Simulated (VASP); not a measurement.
# AlRu (Pm-3m) under a change of volume

How do stress and energy of AlRu follow a change of volume?

Program: VASP 6.6.1. Level of theory: PBEsol; plane waves and PAW (Ru_pv, Al); cell typed or built by script, in the first sound run; inputs show where later runs differ. Results are calculated unless marked as measured.

## 1. Set-up

Symmetry: Pm-3m, No. 221, cubic system. Conventional cell: a = 2.990 Å, b = 2.990 Å, c = 2.990 Å, α = 90.00°, β = 90.00°, γ = 90.00°. Nearest to Ru lie 8 Al at 2.59 Å. Al has 8 Ru at 2.59 Å nearest. Farther neighbours are not listed.

Structure file:

```cif
data_structure
_symmetry_space_group_name_H-M 'P 1'
_symmetry_Int_Tables_number 1
_cell_length_a 2.9900
_cell_length_b 2.9900
_cell_length_c 2.9900
_cell_angle_alpha 90.000
_cell_angle_beta 90.000
_cell_angle_gamma 90.000
_cell_volume 26.73
loop_
_atom_site_label
_atom_site_type_symbol
_atom_site_fract_x
_atom_site_fract_y
_atom_site_fract_z
_atom_site_occupancy
Ru1 Ru 0.00000 0.00000 0.00000 1
Al2 Al 0.50000 0.50000 0.50000 1
```

## 2. Relax the crystal, PBEsol

The series starts from the cell that this level prefers, so that zero strain is near zero stress.

This step took 2 runs in a row; the last is shown.

Level: PBEsol; plane waves and PAW (Ru_pv, Al); cell typed or built by script.

INCAR reads:

```
SYSTEM = AlRu
PREC = Accurate
ENCUT = 450
EDIFF = 1E-07
NELM = 120
ISMEAR = 1
SIGMA = 0.15
LREAL = .FALSE.
ALGO = Normal
GGA = PS
NBANDS = 14
LASPH = .TRUE.
LORBIT = 11
LWAVE = .FALSE.
LCHARG = .FALSE.
KPAR = 8
IBRION = 2
NSW = 40
ISIF = 3
EDIFFG = -0.005
POTIM = 0.4
```

POSCAR reads:

```
AlRu
1.0
    2.9762057725      0.0000000000      0.0000000000
    0.0000000000      2.9762057725      0.0000000000
    0.0000000000      0.0000000000      2.9762057725
Ru Al
1 1
Direct
    0.0000000000      0.0000000000      0.0000000000
    0.5000000000      0.5000000000      0.5000000000
```

KPOINTS reads:

```
Automatic mesh
0
Gamma
17 17 17
0 0 0
```

The projector-augmented-wave data sets are Ru_pv and Al (PBE family, release 64).

The run is started by

```bash
mpirun -np 8 vasp_std
```

The log of the run:

```text
[banner, memory and clock lines left out]
running    8 mpi-ranks, on    1 nodes
[...]
|                                                                             |
|           W    W    AA    RRRRR   N    N  II  N    N   GGGG   !!!           |
|           W    W   A  A   R    R  NN   N  II  NN   N  G    G  !!!           |
|           W    W  A    A  R    R  N N  N  II  N N  N  G       !!!           |
|           W WW W  AAAAAA  RRRRR   N  N N  II  N  N N  G  GGG   !            |
|           WW  WW  A    A  R   R   N   NN  II  N   NN  G    G                |
|           W    W  A    A  R    R  N    N  II  N    N   GGGG   !!!           |
|                                                                             |
|     For optimal performance we recommend to set                             |
|       NCORE = 2 up to number-of-cores-per-socket                            |
|     NCORE specifies how many cores store one orbital (NPAR=cpu/NCORE).      |
|     This setting can greatly improve the performance of VASP for DFT.       |
[...]
|     You enforced a specific xc type in the INCAR file but a different       |
|     [... a line on the potential file left out ...]
|     I HOPE YOU KNOW WHAT YOU ARE DOING!                                     |
|                                                                             |

 LDA part: xc-table for (Slater+PW92), standard interpolation
 POSCAR, INCAR and KPOINTS ok, starting setup
[...]
entering main loop
       N       E                     dE             d eps       ncg     rms          rms(c)
DAV:   1     0.102426649272E+03    0.10243E+03   -0.84816E+03  4684   0.101E+03
DAV:   2    -0.145934868509E+02   -0.11702E+03   -0.11225E+03  5124   0.299E+02
DAV:   3    -0.163042535009E+02   -0.17108E+01   -0.16944E+01  5870   0.379E+01
DAV:   4    -0.163172381797E+02   -0.12985E-01   -0.12981E-01  5478   0.343E+00
[...]
DAV:  11    -0.155160721334E+02    0.16738E-05   -0.38679E-06  5922   0.237E-02    0.656E-03
DAV:  12    -0.155160716827E+02    0.45064E-06   -0.94857E-08  4382   0.309E-03    0.300E-04
DAV:  13    -0.155160716949E+02   -0.12186E-07   -0.55241E-09  4152   0.654E-04
   1 F= -.15516072E+02 E0= -.15516040E+02  d E =-.155161E+02
[...]
reached required accuracy - stopping structural energy minimisation
```

The job ended after 5.4 s (8 MPI ranks of Intel Xeon 6975P-C (Granite Rapids), shared host; peak memory 1.4 GiB; 36 s of CPU time).

Lines that name or quote the potential files are left out of all logs, and their timing lines are given in words.

Parts of OUTCAR (step 2):

```text
  Total       -0.0020657     -0.0020657     -0.0020657     -0.0000000     -0.0000000      0.0000000
  in kB       -0.1255421     -0.1255421     -0.1255421     -0.0000000     -0.0000000      0.0000000
  external PRESSURE =      -0.1255421 kB  Pullay stress =       0.0000000 kB

 POSITION                                       TOTAL-FORCE (eV/Angst)
 -----------------------------------------------------------------------------------
      0.00000      0.00000      0.00000         0.000000      0.000000      0.000000
      1.48810      1.48810      1.48810         0.000000      0.000000      0.000000
 -----------------------------------------------------------------------------------
    total drift:                                0.000000      0.000000      0.000000

  FREE ENERGIE OF THE ION-ELECTRON SYSTEM (eV)
  ---------------------------------------------------
  free  energy   TOTEN  =       -15.5160716949 eV

  energy  without entropy=      -15.5159778036  energy(sigma->0) =      -15.51604040

 reached required accuracy - stopping structural energy minimisation

[... 3 further parts left out ...]
[key lines of the parts left out:]
E-fermi :  10.8164
```

Read from the output:

| Property | Result |
| --- | --- |
| energy(sigma→0) of the program | -15.5160 eV |
| stress, compression positive | xx, yy, zz -0.01, -0.01, -0.01 GPa |
| volume | 26.363 Å³ |
| ionic steps | 1 |

## 3. Relax at fixed volume, PBEsol

One member in full: the volume is scaled by 0.985, and the cell is held.

Level: PBEsol; plane waves and PAW (Ru_pv, Al); cell typed or built by script.

INCAR: that of step 2 with these lines changed.

```diff
@@ -15,7 +15,8 @@
 LCHARG = .FALSE.
-KPAR = 8
+KPAR = 2
 IBRION = 2
 NSW = 40
-ISIF = 3
-EDIFFG = -0.005
+ISIF = 2
+EDIFFG = -0.004
 POTIM = 0.4
+MAXMIX = 40
```

POSCAR reads:

```
AlRu
1.0
    2.9612497122      0.0000000000      0.0000000000
    0.0000000000      2.9612497122      0.0000000000
    0.0000000000      0.0000000000      2.9612497122
Ru Al
1 1
Direct
    0.0000000000      0.0000000000      0.0000000000
    0.5000000000      0.5000000000      0.5000000000
```

KPOINTS is that of step 2.

The run is started by

```bash
mpirun -np 2 vasp_std
```

The log of the run:

```text
[banner, memory and clock lines left out]
running    2 mpi-ranks, on    1 nodes
[...]
[... a notice as in an earlier step ...]

 LDA part: xc-table for (Slater+PW92), standard interpolation
 POSCAR, INCAR and KPOINTS ok, starting setup
[...]
entering main loop
       N       E                     dE             d eps       ncg     rms          rms(c)
DAV:   1     0.104735289119E+03    0.10474E+03   -0.85157E+03  4656   0.102E+03
DAV:   2    -0.145269928286E+02   -0.11926E+03   -0.11446E+03  5064   0.301E+02
DAV:   3    -0.163021859990E+02   -0.17752E+01   -0.17606E+01  5880   0.388E+01
DAV:   4    -0.163158322599E+02   -0.13646E-01   -0.13643E-01  5436   0.352E+00
[...]
DAV:  11    -0.155115780771E+02    0.17250E-05   -0.39566E-06  5904   0.241E-02    0.672E-03
DAV:  12    -0.155115776380E+02    0.43916E-06   -0.91905E-08  4470   0.313E-03    0.307E-04
DAV:  13    -0.155115776495E+02   -0.11500E-07   -0.52462E-09  4242   0.660E-04
   1 F= -.15511578E+02 E0= -.15511553E+02  d E =-.155116E+02
[...]
reached required accuracy - stopping structural energy minimisation
```

Wall time 8.2 s (2 MPI ranks); peak memory 0.3 GiB; 15 s of CPU time.

Parts of OUTCAR (step 3):

```text
  Total        0.5557183      0.5557183      0.5557183     -0.0000000     -0.0000000     -0.0000000
  in kB       34.2878436     34.2878436     34.2878436     -0.0000000     -0.0000000     -0.0000000
  external PRESSURE =      34.2878436 kB  Pullay stress =       0.0000000 kB

 POSITION                                       TOTAL-FORCE (eV/Angst)
 -----------------------------------------------------------------------------------
      0.00000      0.00000      0.00000         0.000000      0.000000      0.000000
      1.48062      1.48062      1.48062         0.000000      0.000000      0.000000
 -----------------------------------------------------------------------------------
    total drift:                               -0.000000      0.000000      0.000000

  FREE ENERGIE OF THE ION-ELECTRON SYSTEM (eV)
  ---------------------------------------------------
  free  energy   TOTEN  =       -15.5115776495 eV

  energy  without entropy=      -15.5115026997  energy(sigma->0) =      -15.51155267

[... 2 parts as in an earlier step ...]

[... 2 further parts left out ...]
[key lines of the parts left out:]
E-fermi :  11.0346
```

This run gave:

* energy(sigma→0) of the program: -15.5116 eV
* stress, compression positive: xx, yy, zz 3.43, 3.43, 3.43 GPa
* ionic steps: 1

## 4. The table

The other members went through these steps as far as the tables show, with the same cutoff and, step by step, the same mesh; 9 runs are not shown. The session took 0.091 core hours (wall time by ranks) on a shared machine.

```csv
volume over the relaxed volume,volume (Å³/atom),pressure (GPa),"energy above the unstrained row, extrapolated to no smearing (meV/atom)"
0.940,12.390,15.601,37.051
0.955,12.588,11.209,20.375
0.970,12.786,7.161,8.910
0.985,12.984,3.429,2.244
1,13.181,-0.013,0.000
1.015,13.379,-3.188,1.850
1.030,13.577,-6.115,7.465
1.045,13.774,?,?
1.060,13.972,-11.304,28.849
```

## 5. Stress from the known rows

Fitting a cubic to the 8 known rows (u: logarithm of the volume ratio) gives pressure = − 525.0 u³ + 485.7 u² − 220.3 u − 0.01362 in GPa; the residuals are 6.0e-4 GPa r.m.s.

At u = 0.04402 this predicts -8.813 GPa.

## 6. Checking the prediction

The calculation gives -8.815 GPa, so the prediction is 0.002 GPa too high.

A cubic of the pressure in ln(V/V₀) through all rows has the slope −B at V₀: B = 220 GPa, and its curvature gives B′ = 4.4.

## 7. Outcome

| Item | Value |
| --- | --- |
| error of the predicted pressure | 0.002 GPa |
| bulk modulus | 220 GPa |

The slope of the energy gives 0.11 GPa at the relaxed volume where the pressure column has -0.01 GPa, a mark of the finite basis or of the smearing. These are static values: temperature and zero-point motion are left out. In a metal the slopes also depend on mesh and smearing, which were held through the series.

[Lines on the potential files, build, host, timing and source positions are cut from VASP's logs without a mark.]

[Logs are printed without paths, hosts, clocks, repeated set-up lines and the standing remarks that a program may print on its own settings, such as how far it seeks lower states.]

[Hosts, paths, dates, database ids (printed as entryN), source tags and the programs' standing remarks are cut or masked in the printed files.]

[In band tables of VASP the shares of atoms and orbitals are scaled to a sum of 1 inside the atoms' spheres.]
